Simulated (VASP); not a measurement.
Input of a VASP 6.6.1 run:

The input POSCAR:

```
NaLaMnMoO6                              
1.0
   -2.6593632497      2.6593632748      3.8009310539
    2.6593632497     -2.6593632748      3.8009310539
    2.6593632748      2.6593632497     -3.8009310539
  Na              La              Mn              Mo              O             
     1     1     1     1     6
Direct
     0.2500000000000000    0.7500000000000000    0.5000000000000000
     0.7500000000000000    0.2500000000000000    0.5000000000000000
     0.5000000000000000    0.5000000000000000    1.0000000000000000
     0.0000000000000000    0.0000000000000000    1.0000000000000000
     0.2178925539330099    0.2938686164271943    0.5072319462490354
     0.2893393923160257    0.7821074460669903    0.0759760624941844
     0.7866366701781587    0.7106606076839744    0.4927680537509648
     0.7061313835728056    0.2133633298218412    0.9240239375058157
     0.2537227742220575    0.2537227742220575    1.0000000000000000
     0.7462772257779423    0.7462772257779423    0.0000000000000000
```

INCAR.step1

```
SYSTEM = NaLaMnMoO6
PREC = Accurate
ENCUT = 520
EDIFF = 1E-7
ISMEAR = -1
SIGMA = 0.05
LREAL = .False.
LASPH = .True.
NELM = 100
ALGO = Normal
ISIF = 2
LWAVE = .False.
LCHARG = .True.
ISPIN = 2
MAGMOM = 0 0 4 1 0 0 0 0 0 0
LORBIT = 11
LMAXMIX = 6
NBANDS = 56
KPAR = 4
```

File KPOINTS.step1:

```
regular mesh
0
Gamma
  7 7 7
  0 0 0
```

File INCAR.step2:

```
SYSTEM = NaLaMnMoO6
PREC = Accurate
ENCUT = 520
EDIFF = 1E-7
ISMEAR = 0
SIGMA = 0.05
LREAL = .False.
LASPH = .True.
NELM = 100
ALGO = Normal
ISIF = 2
LWAVE = .False.
LCHARG = .False.
ISPIN = 2
MAGMOM = 0 0 4 1 0 0 0 0 0 0
LORBIT = 11
LMAXMIX = 6
NBANDS = 56
KPAR = 4
ICHARG = 11
```

KPOINTS.step2

```
path GXYSGZS1NPY1Z,XP
10
line-mode
reciprocal
 0.0000000000  0.0000000000  0.0000000000  G
 0.0000000000  0.0000000000  0.5000000000  X

 0.0000000000  0.0000000000  0.5000000000  X
-0.2438732594  0.2438732594  0.5000000000  Y

-0.2438732594  0.2438732594  0.5000000000  Y
-0.3719366297  0.3719366297  0.3719366297  S

-0.3719366297  0.3719366297  0.3719366297  S
 0.0000000000  0.0000000000  0.0000000000  G

 0.0000000000  0.0000000000  0.0000000000  G
 0.5000000000  0.5000000000 -0.5000000000  Z

 0.5000000000  0.5000000000 -0.5000000000  Z
 0.3719366297  0.6280633703 -0.3719366297  S1

 0.3719366297  0.6280633703 -0.3719366297  S1
 0.0000000000  0.5000000000  0.0000000000  N

 0.0000000000  0.5000000000  0.0000000000  N
 0.2500000000  0.2500000000  0.2500000000  P

 0.2500000000  0.2500000000  0.2500000000  P
 0.5000000000  0.5000000000 -0.2438732594  Y1

 0.5000000000  0.5000000000 -0.2438732594  Y1
 0.5000000000  0.5000000000 -0.5000000000  Z

 0.0000000000  0.0000000000  0.5000000000  X
 0.2500000000  0.2500000000  0.2500000000  P
```

Potentials or basis: VASP PAW LDA potentials, release 64 (Na_pv, La, Mn_pv, Mo_sv, O).

Run with:

```sh
$ cat potpaw_LDA.64/Na_pv/POTCAR potpaw_LDA.64/La/POTCAR potpaw_LDA.64/Mn_pv/POTCAR potpaw_LDA.64/Mo_sv/POTCAR potpaw_LDA.64/O/POTCAR > POTCAR
$ cp INCAR.step1 INCAR
$ cp KPOINTS.step1 KPOINTS
$ mpirun -np 4 vasp_std > vasp.out
$ cp INCAR.step2 INCAR
$ cp KPOINTS.step2 KPOINTS
$ mpirun -np 4 vasp_std > vasp.out
```

(1) What does it give for the net moment?

(2) Estimate the band gap along the path.

Results:

(1) -1.12 μB per cell.

(2) none (metal or under the smearing width).

Caveat: spin-orbit coupling is left out, which moves the levels of the heavy elements; a cell with one magnetic atom can't hold antiferromagnetic order, which such compounds often take; semilocal functionals often make such compounds metallic where correlation or magnetic order opens a gap, which also shifts bond lengths.
